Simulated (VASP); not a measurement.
Computed with optB86b-vdW, VASP's PBE PAW potentials (set 64) (plane waves; VASP).

A VASP calculation is set up with these files.

KPOINTS:
```
Automatic mesh
0
Gamma
7 7 4
0 0 0
```

INCAR:
```
SYSTEM = ZrS2
PREC = Accurate
ENCUT = 520
EDIFF = 1E-7
NELM = 100
ALGO = Normal
LREAL = .FALSE.
LASPH = .TRUE.
ISMEAR = 0
SIGMA = 0.05
GGA = MK
PARAM1 = 0.1234
PARAM2 = 1.0
LUSE_VDW = .TRUE.
AGGAC = 0.0
LMAXMIX = 4
LWAVE = .FALSE.
LCHARG = .FALSE.
ISIF = 4
IBRION = 2
NSW = 30
EDIFFG = -0.01
```

File POSCAR:
```
ZrS2
1.0
  1.8646366707  -3.2296454739   0.0000000000
  1.8646366707   3.2296454739   0.0000000000
  0.0000000000   0.0000000000   5.9401064848
Zr S
1 2
Direct
  0.0000000000   0.0000000000   1.0000000000
  0.3333330000   0.6666670000   0.2501099565
  0.6666670000   0.3333330000   0.7498900435
```

POTCAR, in this order: Zr_sv S (PBE.64 set). Program: vasp_std.

Question: What will the output report for the number of irreducible k-points (NKPTS), largest plane-wave count, number of space-group operations, FFT grid (NGX, NGY, NGZ)?

Answer: 
The number of irreducible k-points (NKPTS) is 28, the largest plane-wave count is 1939 and the number of space-group operations comes out as 12. The FFT grid (NGX, NGY, NGZ) comes out as 28 × 28 × 48.

The compound is ZrS2 in the 1T layered structure. This cell is one point of a volume scan, at 1.06 of the reference volume. Symmetry was kept, so distortions that lower it aren't found.
